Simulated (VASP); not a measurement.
Set up this calculation in VASP 6.6.1, as the native input.

```
Task                   : relaxation of cell and atoms
Functional             : PBE
Potentials or basis    : VASP PAW PBE potentials, release 64 (Sc_sv, In_d, Sb)
Cutoff                 : 520 eV
k mesh                 : 5 × 5 × 2
Occupations            : gaussian, width 0.15 eV
Spin                   : no spin polarisation
Further INCAR settings : PREC = Normal; ALGO = Fast; EDIFF = 0.0001; IBRION = 2; EDIFFG = -0.08; NSW = 24; ISIF = 3
```

The structure of Sc2InSb3 lies in POSCAR:

```
Sc2InSb3
1.0
    4.4101766000      0.0000000000      0.0000000000
   -2.2050883000      3.8193249700      0.0000000000
    0.0000000000      0.0000000000      9.2814342200
Sc In Sb
2 1 3
Direct
    0.0000000000      0.0000000000      0.7754891400
    0.0000000000      0.0000000000      0.2245108600
    0.0000000000      0.0000000000      0.0000000000
    0.3333333300      0.6666666700      0.0000000000
    0.3333333300      0.6666666700      0.5000000000
    0.0000000000      0.0000000000      0.5000000000
```

The cell was built by a generator and needn't be a form met in nature.

One way to write it, as run:

INCAR

```
PREC     = Normal         # precision mode
ENCUT    = 520            # plane-wave cutoff, eV
EDIFF    = 1E-4           # SCF threshold, eV
ISMEAR   = 0              # smearing method
SIGMA    = 0.15           # smearing width, eV
LREAL    = F              # projectors in reciprocal space
LASPH    = T              # aspherical terms in the spheres
NELM     = 60             # most SCF steps
ALGO     = Fast           # electronic algorithm
ISIF     = 3              # what is computed and relaxed
LWAVE    = F              # write WAVECAR
LCHARG   = F              # write CHGCAR
GGA      = PE             # functional
IBRION   = 2              # ionic algorithm
NSW      = 24             # ionic steps
EDIFFG   = -0.08          # ionic threshold
```

KPOINTS

```
regular mesh
0
Gamma
  5 5 2
```

Potentials or basis: VASP PAW PBE potentials, release 64 (Sc_sv, In_d, Sb).

Command:

```console
$ cat potpaw_PBE.64/Sc_sv/POTCAR potpaw_PBE.64/In_d/POTCAR potpaw_PBE.64/Sb/POTCAR > POTCAR
$ mpirun -np 1 vasp_std > vasp.out
```

Results of the run:

```json
{
  "Relaxed volume": "40.80 Å³/atom",
  "Relaxed cell": "a = 5.027 Å, b = 5.027 Å, c = 11.184 Å, α = 90.00°, β = 90.00°, γ = 120.00°",
  "Space group after relaxing (to 0.05 Å)": "P-6m2 (No. 187)",
  "Energy gained by relaxing": "1600.0 meV/atom",
  "Ionic steps": "18",
  "Pressure after relaxing": "0.0 GPa",
  "Largest force after relaxing": "0.032 eV/Å",
  "Band gap on the k mesh": "none (metal or under the smearing width)"
}
```

Caveat: the volume moved by over 15 % at a fixed basis, so the end points are rough.

It took 9.1 min on 1 thread of Intel(R) Xeon(R) 6975P-C (Granite Rapids), on a shared host, peak memory 0.24 GiB.
